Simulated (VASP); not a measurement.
Runs of VASP 6.6.1 on SCdClH. The cell holds a molecule in a box, 4 atoms: a = 14.000 Å, b = 12.000 Å, c = 12.000 Å, α = 90.00°, β = 90.00°, γ = 90.00°. 

| task | level | potentials or basis | cutoff (eV) | grid for exact exchange (PRECFOCK) | exchange at q = 0 | gap on the mesh (eV) | largest force (eV/Å) |
| --- | --- | --- | --- | --- | --- | --- | --- |
| single point | SCAN+D4 | VASP PAW PBE potentials, release 64 (S, Cd, Cl, H_s) | 400 | - | - | 4.25 | 0.10 |
| single point | B3LYP+TS | VASP PAW PBE potentials, release 64 (S, Cd, Cl, H) | 520 | Normal | default | 5.26 | (b) |
| atomic charges | PBE+TS | VASP PAW PBE potentials, release 64 (S, Cd, Cl, H) | 520 | - | - | 3.78 | (a) |
| electron localisation function | PBE | VASP PAW PBE potentials, release 64 (S, Cd, Cl, H) | 520 | - | - | 3.78 | 0.30 |

Alike in all rows: no spin polarisation; cell as given; k mesh 1 × 1 × 1; smearing gaussian 0.01 eV.

**Question.** Fill in the values left out.

**Answer.** (a) 0.29; (b) 0.39.

Caveats: the PAW data sets were made with another functional, which shifts forces and pressure a little (some runs).

A k mesh can miss the band edges, and the runs leave out spin-orbit coupling on Cd.

Not every run made on this cell is shown here.
